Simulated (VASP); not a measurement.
Output of a VASP run:

### OSZICAR
```
       N       E                     dE             d eps       ncg     rms          rms(c)
DAV:   1     0.317117780019E+03    0.31712E+03   -0.14238E+04   520   0.978E+02
DAV:   2     0.146351708767E+02   -0.30248E+03   -0.29874E+03   696   0.280E+02
DAV:   3    -0.155809243671E+02   -0.30216E+02   -0.30145E+02   584   0.998E+01
DAV:   4    -0.164958827032E+02   -0.91496E+00   -0.91315E+00   686   0.249E+01
DAV:   5    -0.165228648996E+02   -0.26982E-01   -0.26974E-01   642   0.295E+00    0.405E+00
DAV:   6    -0.159375124530E+02    0.58535E+00   -0.11233E+00   804   0.103E+01    0.237E+00
DAV:   7    -0.158867206873E+02    0.50792E-01   -0.53039E-01   786   0.400E+00    0.103E+00
DAV:   8    -0.158967773786E+02   -0.10057E-01   -0.64271E-02   686   0.209E+00    0.180E-01
DAV:   9    -0.158962623708E+02    0.51501E-03   -0.10820E-02   772   0.787E-01    0.105E-01
DAV:  10    -0.158966425027E+02   -0.38013E-03   -0.10764E-03   600   0.188E-01    0.383E-02
DAV:  11    -0.158967183328E+02   -0.75830E-04   -0.16485E-04   640   0.970E-02    0.782E-03
DAV:  12    -0.158967190186E+02   -0.68578E-06   -0.25101E-05   720   0.516E-02    0.565E-03
DAV:  13    -0.158967189755E+02    0.43102E-07   -0.27976E-06   616   0.127E-02
   1 F= -.15896719E+02 E0= -.15896719E+02  d E =-.162276E-10
```

File OUTCAR:
```
------------------------ aborting loop because EDIFF is reached ----------------------------------------
  FORCE on cell =-STRESS in cart. coord.  units (eV):
  Direction    XX          YY          ZZ          XY          YZ          ZX
  --------------------------------------------------------------------------------------
  Total        0.4053450      0.4053450      0.4053450     -0.0000000     -0.0000000      0.0000000
  in kB        3.0753263      3.0753263      3.0753263     -0.0000000     -0.0000000      0.0000000
  external PRESSURE =       3.0753263 kB  Pullay stress =       0.0000000 kB
  volume of cell :      211.18
      direct lattice vectors                 reciprocal lattice vectors
     5.954995000  0.000000000  0.000000000     0.167926254  0.000000000  0.000000000
     0.000000000  5.954995000  0.000000000     0.000000000  0.167926254  0.000000000
     0.000000000  0.000000000  5.954995000     0.000000000  0.000000000  0.167926254
 POSITION                                       TOTAL-FORCE (eV/Angst)
 -----------------------------------------------------------------------------------
      0.00000      0.00000      0.00000         0.000000      0.000000      0.000000
      2.97750      2.97750      2.97750         0.000000      0.000000      0.000000
      2.97750      2.97750      0.00000         0.000000      0.000000      0.000000
      0.00000      2.97750      2.97750         0.000000      0.000000      0.000000
      2.97750      0.00000      2.97750         0.000000      0.000000      0.000000
 -----------------------------------------------------------------------------------
    total drift:                                0.000000      0.000000      0.000000
  FREE ENERGIE OF THE ION-ELECTRON SYSTEM (eV)
  ---------------------------------------------------
  free  energy   TOTEN  =       -15.8967189755 eV

  energy  without entropy=      -15.8967189755  energy(sigma->0) =      -15.89671898
```
(Selected blocks of OUTCAR.)

File POSCAR:
```
CsPbBr3
1
    5.9549950000     0.0000000000     0.0000000000
    0.0000000000     5.9549950000     0.0000000000
    0.0000000000     0.0000000000     5.9549950000
Cs Pb Br
1 1 3
Direct
  0.0000000000   0.0000000000   0.0000000000
  0.5000000000   0.5000000000   0.5000000000
  0.5000000000   0.5000000000   0.0000000000
  0.0000000000   0.5000000000   0.5000000000
  0.5000000000   0.0000000000   0.5000000000
```

Task: Write an INCAR and KPOINTS that could have produced this output.

Result: This is not unique; one that fits is the input of the run itself, PBE GGA, plane waves, VASP's PBE PAW potentials (set 64).

INCAR:
```
# general
SYSTEM  = CsPbBr3
PREC    = Accurate
ENCUT   = 300
LREAL   = .FALSE.
LASPH   = .TRUE.

# electronic loop
EDIFF   = 1E-6
NELM    = 100
ALGO    = Normal
LMAXMIX = 4

# smearing
ISMEAR  = -1
SIGMA   = 0.01

# functional
GGA     = PE

# ions
ISIF    = 2

# output
LWAVE   = .FALSE.
LCHARG  = .FALSE.
```

### KPOINTS
```
Regular mesh
0
G
5 5 5
```

POTCAR, in this order: Cs_sv Pb_d Br (PBE.64 set). Program: vasp_std.

At this cut-off the stress carries a Pulay error, which pulls relaxed volumes low.

The structure comes from a computed database's CsPbBr3 entry; how it stands against other phases isn't given here. The cell was not relaxed at this level, and its volume differs by -5.9 % from the start's.
